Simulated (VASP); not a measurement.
Consider the following.

```xyz
3
Lattice="1.5925 -2.7582 0.0000 1.5925 2.7582 0.0000 0.0000 0.0000 3.5650" Properties=species:S:1:pos:R:3 pbc="T T T"
Zr     0.0000     0.0000     3.5650
B      1.5925     0.9194     1.7825
B      1.5925    -0.9194     1.7825
```

The numbers are results of RPBE GGA, VASP's PBE PAW potentials (set 64) (plane waves; VASP), not measurements. Settings: 520 eV cut-off, Gaussian smearing of 0.050 eV, potentials Zr_sv B.

Give the energies of bands 6 to 12 at the high-symmetry points, in eV from the Fermi level.

```csv
band,Γ,M,K,A,L,H
6,-2.73,-8.73,-7.97,-7.09,-7.20,-8.88
7,-2.73,-4.03,-7.01,-1.11,-4.70,-5.10
8,-2.72,-3.20,-2.60,-1.11,-4.23,-2.84
9,-2.57,-2.80,-2.60,0.19,-2.22,-2.84
10,3.15,2.02,1.36,0.19,3.44,3.79
11,3.15,2.08,1.36,0.60,3.80,5.65
12,3.90,4.67,2.96,0.60,5.02,5.65
```

It has no gap at this level: it comes out as a metal or semimetal.

The compound is ZrB2 in the AlB2 type structure. It was relaxed first.
